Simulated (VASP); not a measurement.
VCu3S4 (sg215): computed properties

Calculation: r2SCAN meta-GGA, VASP's PBE PAW potentials (set 64) (plane waves; VASP).

```
Item                                                                                                               Value
---------------------------------------------  -------------------------------------------------------------------------
space group                                                                                                  P-43m (215)
cell                                           a = 5.365 Å, b = 5.365 Å, c = 5.365 Å, α = 90.00°, β = 90.00°, γ = 90.00°
volume per atom                                                                                            19.31 Å³/atom
band gap (over mesh and band path)                                                                               1.20 eV
smallest direct gap (over mesh and band path)                                                                    1.54 eV
band-edge character                                                                                     indirect, R to X
density                                                                                                       3.98 g/cm³
mean ε∞ (independent particles)                                                                                     8.32
```

Cu$_{3}$VS$_{4}$ is modelled in the cubic space group P-43m (No. 215), Pearson symbol cP8. Lattice parameters: a = b = c = 5.3653 Å, α = β = γ = 90.00°. V on 1a sees 4 S at 2.204 Å (tetrahedral). Cu on 3d has 4 S at 2.286 Å (tetrahedral). S on 4e is surrounded by 1 V at 2.204 Å and 3 Cu at 2.286 Å. (Neighbours: up to the widest gap in distance over summed covalent radii, below 1.35, at either atom; cation-cation and far metal-metal contacts left out.)

The compound is VCu3S4 in the sg215 structure. It was relaxed first. Symmetry was kept, so distortions that lower it aren't found.
